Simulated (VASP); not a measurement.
Level of theory: PBEsol GGA, VASP's PBE PAW potentials (set 64) (plane waves; VASP 6.6.1).

VASP ran on this input.

File POSCAR:
```
GdN
1
    3.4718030000     0.0000000000     0.0000000000
    0.0000000000     3.4718030000     0.0000000000
    0.0000000000     0.0000000000     6.1131750000
Gd N
2 2
Direct
 -0.0065080000   0.4984120000   0.0014180000
  0.5038990000  -0.0022180000   0.4964820000
  0.0012610000   0.0019750000   0.2531910000
  0.0013480000   0.0018310000   0.7489090000
```

### KPOINTS
```
Automatic mesh
0
Gamma
4 4 2
0 0 0
```

INCAR:
```
MAGMOM = 7.0 7.0 0.0 0.0
LMAXMIX = 6   ! l cut-off of mixed one-centre charges
ISIF = 2   ! forces and stress, cell fixed
ENCUT = 400   ! plane-wave cut-off (eV)
GGA = PS   ! PBEsol
EDIFF = 1E-6   ! SCF stop (eV)
ISMEAR = 0   ! Gaussian
NELM = 100
ALGO = Normal   ! blocked Davidson
SYSTEM = GdN
LORBIT = 11
ISPIN = 2   ! spin-polarised
LREAL = F   ! projection in real space or not
LCHARG = F
SIGMA = 0.272   ! width (eV)
LASPH = T
LWAVE = F
PREC = Accurate
```

POTCAR, in this order: Gd N (PBE.64 set). Program: vasp_std.

Output of the run:

File OSZICAR:
```
...
DAV:  12    -0.370315739185E+02    0.15078E+02   -0.13883E+01  4536   0.545E+01    0.971E+01
DAV:  13    -0.458820097119E+02   -0.88504E+01   -0.25874E+01  4358   0.979E+01    0.127E+02
DAV:  14    -0.449592578010E+02    0.92275E+00   -0.24957E+00  5310   0.181E+01    0.124E+02
DAV:  15    -0.471470477459E+02   -0.21878E+01   -0.81151E-01  5206   0.135E+01    0.127E+02
DAV:  16    -0.519285523961E+02   -0.47815E+01   -0.10774E+00  5048   0.250E+01    0.148E+02
DAV:  17    -0.511211723156E+02    0.80738E+00   -0.27469E-01  5054   0.619E+00    0.141E+02
DAV:  18    -0.498047989253E+02    0.13164E+01   -0.20878E-01  4782   0.949E+00    0.137E+02
DAV:  19    -0.549107110627E+02   -0.51059E+01   -0.12852E+00  4746   0.264E+01    0.129E+02
DAV:  20    -0.427744415007E+02    0.12136E+02   -0.15266E+01  4602   0.822E+01    0.849E+01
DAV:  21    -0.464292558940E+02   -0.36548E+01   -0.44272E+01  4816   0.142E+02    0.199E+02
DAV:  22    -0.426783186273E+02    0.37509E+01   -0.11417E+01  5074   0.102E+02    0.989E+01
DAV:  23    -0.437177505601E+02   -0.10394E+01   -0.42112E+00  5068   0.295E+01    0.937E+01
DAV:  24    -0.434913567409E+02    0.22639E+00   -0.60492E-01  4612   0.546E+00    0.900E+01
DAV:  25    -0.434553305064E+02    0.36026E-01   -0.80015E-02  5160   0.288E+00    0.894E+01
DAV:  26    -0.434318363162E+02    0.23494E-01   -0.46758E-02  4742   0.299E+00    0.883E+01
DAV:  27    -0.441315369366E+02   -0.69970E+00   -0.16221E+00  4218   0.187E+01    0.864E+01
DAV:  28    -0.438599122855E+02    0.27162E+00   -0.72016E-02  5052   0.401E+00    0.867E+01
DAV:  29    -0.429076268298E+02    0.95229E+00   -0.54259E-01  4502   0.113E+01    0.903E+01
DAV:  30    -0.430823830062E+02   -0.17476E+00   -0.66396E-02  4386   0.501E+00    0.913E+01
DAV:  31    -0.418185074816E+02    0.12639E+01   -0.27087E-01  4260   0.104E+01    0.805E+01
DAV:  32    -0.410592719603E+02    0.75924E+00   -0.80218E-01  4556   0.160E+01    0.689E+01
DAV:  33    -0.391434370791E+02    0.19158E+01   -0.17567E+00  4608   0.331E+01    0.593E+01
DAV:  34    -0.390441102779E+02    0.99327E-01   -0.87387E+00  4604   0.492E+01    0.548E+01
DAV:  35    -0.412432651508E+02   -0.21992E+01   -0.15038E+00  5158   0.253E+01    0.542E+01
DAV:  36    -0.407947060599E+02    0.44856E+00   -0.30799E-01  4882   0.511E+00    0.565E+01
DAV:  37    -0.418086709115E+02   -0.10140E+01   -0.45376E-02  4854   0.535E+00    0.542E+01
DAV:  38    -0.442454438834E+02   -0.24368E+01   -0.54619E-01  4232   0.277E+01    0.472E+01
DAV:  39    -0.436368785160E+02    0.60857E+00   -0.17551E-01  4386   0.157E+01    0.504E+01
DAV:  40    -0.434871616335E+02    0.14972E+00   -0.95023E-02  4424   0.110E+01    0.503E+01
DAV:  41    -0.433035028788E+02    0.18366E+00   -0.82459E-01  4036   0.295E+01    0.525E+01
DAV:  42    -0.454740460814E+02   -0.21705E+01   -0.34927E+00  4324   0.324E+01    0.994E+01
DAV:  43    -0.457829820861E+02   -0.30894E+00   -0.91993E-01  5000   0.621E+00    0.990E+01
DAV:  44    -0.458698045704E+02   -0.86822E-01   -0.17125E-01  4098   0.965E+00    0.968E+01
DAV:  45    -0.474173983931E+02   -0.15476E+01   -0.59582E-01  3742   0.214E+01    0.947E+01
DAV:  46    -0.464135493048E+02    0.10038E+01   -0.11271E-01  4366   0.757E+00    0.925E+01
DAV:  47    -0.470347426922E+02   -0.62119E+00   -0.49886E-02  5198   0.564E+00    0.944E+01
DAV:  48    -0.489000410563E+02   -0.18653E+01   -0.25907E-01  3926   0.182E+01    0.987E+01
DAV:  49    -0.518052759860E+02   -0.29052E+01   -0.55903E-01  4250   0.383E+01    0.111E+02
DAV:  50    -0.542621082483E+02   -0.24568E+01   -0.21178E-01  5036   0.199E+01    0.114E+02
DAV:  51    -0.402355183383E+02    0.14027E+02   -0.22958E+01  3918   0.142E+02    0.101E+02
DAV:  52    -0.409664542419E+02   -0.73094E+00   -0.49818E+00  5052   0.407E+01    0.119E+02
DAV:  53    -0.403787087248E+02    0.58775E+00   -0.99315E-01  5278   0.142E+01    0.108E+02
DAV:  54    -0.437196208253E+02   -0.33409E+01   -0.17893E+00  4644   0.282E+01    0.122E+02
DAV:  55    -0.437885685735E+02   -0.68948E-01   -0.23202E-01  5208   0.135E+01    0.121E+02
DAV:  56    -0.476199539036E+02   -0.38314E+01   -0.56476E+00  4032   0.677E+01    0.136E+02
DAV:  57    -0.533286325706E+02   -0.57087E+01   -0.19380E+00  5238   0.265E+01    0.150E+02
DAV:  58    -0.533799405672E+02   -0.51308E-01   -0.32833E-01  4830   0.629E+00    0.152E+02
DAV:  59    -0.528611427419E+02    0.51880E+00   -0.10549E-01  4604   0.802E+00    0.150E+02
DAV:  60    -0.548958597268E+02   -0.20347E+01   -0.16705E-01  4010   0.107E+01    0.153E+02
DAV:  61    -0.273671236437E+02    0.27529E+02   -0.21698E+01  4402   0.111E+02    0.865E+01
DAV:  62    -0.355859868046E+02   -0.82189E+01   -0.30803E+00  4712   0.311E+01    0.698E+01
DAV:  63    -0.334608219282E+02    0.21252E+01   -0.18673E+00  5262   0.223E+01    0.558E+01
DAV:  64    -0.302214140741E+02    0.32394E+01   -0.46462E-01  5062   0.178E+01    0.509E+01
DAV:  65    -0.272811164695E+02    0.29403E+01   -0.89056E-01  4778   0.202E+01    0.474E+01
DAV:  66    -0.337413032984E+02   -0.64602E+01   -0.28083E+00  4382   0.326E+01    0.549E+01
DAV:  67    -0.304892834549E+02    0.32520E+01   -0.10888E+00  4696   0.231E+01    0.496E+01
DAV:  68    -0.289573164373E+02    0.15320E+01   -0.79332E-01  4668   0.247E+01    0.459E+01
DAV:  69    -0.245480307959E+02    0.44093E+01   -0.15906E+00  4998   0.279E+01    0.477E+01
DAV:  70    -0.217064309309E+02    0.28416E+01   -0.49202E-01  5262   0.136E+01    0.495E+01
DAV:  71    -0.475616645944E+02   -0.25855E+02   -0.47867E+01  4288   0.871E+01    0.104E+02
DAV:  72    -0.468327714873E+02    0.72889E+00   -0.14903E+00  5322   0.259E+01    0.104E+02
DAV:  73    -0.438098533434E+02    0.30229E+01   -0.80507E-01  4614   0.174E+01    0.950E+01
DAV:  74    -0.423762704901E+02    0.14336E+01   -0.16086E+00  4654   0.270E+01    0.766E+01
DAV:  75    -0.427286239954E+02   -0.35235E+00   -0.56008E-01  4878   0.181E+01    0.718E+01
DAV:  76    -0.425823078855E+02    0.14632E+00   -0.25790E+00  4694   0.512E+01    0.607E+01
DAV:  77    -0.416119462895E+02    0.97036E+00   -0.31704E+00  4914   0.432E+01    0.577E+01
DAV:  78    -0.437647131541E+02   -0.21528E+01   -0.13148E+00  5026   0.252E+01    0.645E+01
DAV:  79    -0.442553283766E+02   -0.49062E+00   -0.24453E-01  4766   0.994E+00    0.678E+01
DAV:  80    -0.443078839795E+02   -0.52556E-01   -0.78570E-02  5068   0.378E+00    0.695E+01
DAV:  81    -0.419112273809E+02    0.23967E+01   -0.57525E-01  4620   0.341E+01    0.480E+01
DAV:  82    -0.426793843630E+02   -0.76816E+00   -0.16629E-01  4794   0.856E+00    0.468E+01
DAV:  83    -0.430974072979E+02   -0.41802E+00   -0.59934E-02  5140   0.830E+00    0.462E+01
DAV:  84    -0.432510809068E+02   -0.15367E+00   -0.21799E-02  5090   0.623E+00    0.461E+01
DAV:  85    -0.432876608275E+02   -0.36580E-01   -0.14526E-02  5172   0.406E+00    0.466E+01
DAV:  86    -0.378680539988E+02    0.54196E+01   -0.29490E+00  4338   0.472E+01    0.362E+01
DAV:  87    -0.383946990723E+02   -0.52665E+00   -0.13241E+00  5064   0.237E+01    0.314E+01
DAV:  88    -0.382724742088E+02    0.12222E+00   -0.11119E+00  4708   0.216E+01    0.309E+01
DAV:  89    -0.384295294826E+02   -0.15706E+00   -0.15149E-01  5142   0.289E+00    0.312E+01
DAV:  90    -0.383167602270E+02    0.11277E+00   -0.15160E-02  5170   0.391E+00    0.314E+01
DAV:  91    -0.375738627940E+02    0.74290E+00   -0.53787E-01  4480   0.295E+01    0.301E+01
DAV:  92    -0.381087518543E+02   -0.53489E+00   -0.40346E-01  4806   0.270E+01    0.293E+01
DAV:  93    -0.381972753190E+02   -0.88523E-01   -0.78230E-01  4868   0.234E+01    0.349E+01
DAV:  94    -0.381867298412E+02    0.10545E-01   -0.10898E-01  5272   0.565E+00    0.344E+01
DAV:  95    -0.382775938228E+02   -0.90864E-01   -0.18394E-02  5272   0.279E+00    0.338E+01
DAV:  96    -0.388444020874E+02   -0.56681E+00   -0.22255E+00  4030   0.483E+01    0.288E+01
DAV:  97    -0.393295138747E+02   -0.48511E+00   -0.39980E-01  5314   0.109E+01    0.268E+01
DAV:  98    -0.388258284883E+02    0.50369E+00   -0.31310E-01  4986   0.156E+01    0.266E+01
DAV:  99    -0.388214519233E+02    0.43766E-02   -0.78635E-02  5432   0.451E+00    0.260E+01
DAV: 100    -0.387973113030E+02    0.24141E-01   -0.36237E-02  5212   0.491E+00
   1 F= -.38797311E+02 E0= -.38727923E+02  d E =-.138777E+00  mag=     7.4177
```

**OUTCAR**
```
------------------------ aborting loop EDIFF was not reached (unconverged)  ----------------------------
  FORCE on cell =-STRESS in cart. coord.  units (eV):
  Direction    XX          YY          ZZ          XY          YZ          ZX
  --------------------------------------------------------------------------------------
  Total      -26.7916455    -47.4543922    -50.3312498      0.3097243      0.5332098      0.1824353
  in kB     -582.5497140  -1031.8344446  -1094.3879950      6.7345546     11.5939580      3.9668204
  external PRESSURE =    -902.9240512 kB  Pullay stress =       0.0000000 kB
  volume of cell :       73.68
      direct lattice vectors                 reciprocal lattice vectors
     3.471803000  0.000000000  0.000000000     0.288034776  0.000000000  0.000000000
     0.000000000  3.471803000  0.000000000     0.000000000  0.288034776  0.000000000
     0.000000000  0.000000000  6.113175000     0.000000000  0.000000000  0.163581118
 POSITION                                       TOTAL-FORCE (eV/Angst)
 -----------------------------------------------------------------------------------
      3.44921      1.73039      0.00867         0.029672      0.023280     -0.192336
      1.74944      3.46410      3.03508        -0.076733      0.021733      0.369869
      0.00438      0.00686      1.54780         0.028284     -0.066374     -0.702294
      0.00468      0.00636      4.57821         0.018777      0.021361      0.524761
 -----------------------------------------------------------------------------------
    total drift:                                0.008975     -0.052843     -0.061651
  FREE ENERGIE OF THE ION-ELECTRON SYSTEM (eV)
  ---------------------------------------------------
  free  energy   TOTEN  =       -38.7973113030 eV

  energy  without entropy=      -38.6585342691  energy(sigma->0) =      -38.72792279

 total charge

# of ion       s       p       d       f       tot
--------------------------------------------------
    1        2.029   5.590   0.535   6.472  14.626
    2        2.040   5.649   0.557   6.815  15.061
    3        1.303   2.546   0.000   0.000   3.849
    4        1.303   2.550   0.000   0.000   3.853
--------------------------------------------------
tot          6.675  16.336   1.092  13.287  37.389

 magnetization (x)

# of ion       s       p       d       f       tot
--------------------------------------------------
    1       -0.001  -0.011   0.002  -0.300  -0.310
    2       -0.001  -0.076   0.073   6.672   6.668
    3       -0.000  -0.001   0.000   0.000  -0.001
    4        0.000   0.005   0.000   0.000   0.005
--------------------------------------------------
tot         -0.002  -0.083   0.075   6.373   6.362
```
(Selected blocks of OUTCAR.)

stdout:
```
...
DAV:  81    -0.419112273809E+02    0.23967E+01   -0.57525E-01  4620   0.341E+01    0.480E+01
DAV:  82    -0.426793843630E+02   -0.76816E+00   -0.16629E-01  4794   0.856E+00    0.468E+01
DAV:  83    -0.430974072979E+02   -0.41802E+00   -0.59934E-02  5140   0.830E+00    0.462E+01
DAV:  84    -0.432510809068E+02   -0.15367E+00   -0.21799E-02  5090   0.623E+00    0.461E+01
DAV:  85    -0.432876608275E+02   -0.36580E-01   -0.14526E-02  5172   0.406E+00    0.466E+01
DAV:  86    -0.378680539988E+02    0.54196E+01   -0.29490E+00  4338   0.472E+01    0.362E+01
DAV:  87    -0.383946990723E+02   -0.52665E+00   -0.13241E+00  5064   0.237E+01    0.314E+01
DAV:  88    -0.382724742088E+02    0.12222E+00   -0.11119E+00  4708   0.216E+01    0.309E+01
DAV:  89    -0.384295294826E+02   -0.15706E+00   -0.15149E-01  5142   0.289E+00    0.312E+01
DAV:  90    -0.383167602270E+02    0.11277E+00   -0.15160E-02  5170   0.391E+00    0.314E+01
DAV:  91    -0.375738627940E+02    0.74290E+00   -0.53787E-01  4480   0.295E+01    0.301E+01
DAV:  92    -0.381087518543E+02   -0.53489E+00   -0.40346E-01  4806   0.270E+01    0.293E+01
DAV:  93    -0.381972753190E+02   -0.88523E-01   -0.78230E-01  4868   0.234E+01    0.349E+01
DAV:  94    -0.381867298412E+02    0.10545E-01   -0.10898E-01  5272   0.565E+00    0.344E+01
DAV:  95    -0.382775938228E+02   -0.90864E-01   -0.18394E-02  5272   0.279E+00    0.338E+01
DAV:  96    -0.388444020874E+02   -0.56681E+00   -0.22255E+00  4030   0.483E+01    0.288E+01
DAV:  97    -0.393295138747E+02   -0.48511E+00   -0.39980E-01  5314   0.109E+01    0.268E+01
DAV:  98    -0.388258284883E+02    0.50369E+00   -0.31310E-01  4986   0.156E+01    0.266E+01
DAV:  99    -0.388214519233E+02    0.43766E-02   -0.78635E-02  5432   0.451E+00    0.260E+01
DAV: 100    -0.387973113030E+02    0.24141E-01   -0.36237E-02  5212   0.491E+00

 -----------------------------------------------------------------------------
|                                                                             |
|           W    W    AA    RRRRR   N    N  II  N    N   GGGG   !!!           |
|           W    W   A  A   R    R  NN   N  II  NN   N  G    G  !!!           |
|           W    W  A    A  R    R  N N  N  II  N N  N  G       !!!           |
|           W WW W  AAAAAA  RRRRR   N  N N  II  N  N N  G  GGG   !            |
|           WW  WW  A    A  R   R   N   NN  II  N   NN  G    G                |
|           W    W  A    A  R    R  N    N  II  N    N   GGGG   !!!           |
|                                                                             |
|     The electronic self-consistency was not achieved in the given           |
|     number of steps (NELM). The forces and other quantities evaluated       |
|     might not be reliable so examine the results carefully. If you find     |
|     spurious results, we suggest increasing NELM, if you were close to      |
|     convergence or switching to a different ALGO or adjusting the           |
|     density mixing parameters otherwise.                                    |
|                                                                             |
 -----------------------------------------------------------------------------

   1 F= -.38797311E+02 E0= -.38727923E+02  d E =-.138777E+00  mag=     7.4177
```

The run did not converge; its last values are not results.

At this cut-off the stress carries a Pulay error, which pulls relaxed volumes low. The moments were started parallel, and other spin orders were not tried in this run.

The structure was generated: GdN was put into an ordered model structure, which need not be its known phase. The cell was not relaxed at this level, atoms are displaced from their ideal sites. The k-mesh is coarse (spacing up to 0.51 per Å, 2π included), so the numbers may not be converged in it. The run is one of a series of settings (GGA = PS against the base run), some of them coarse on purpose.
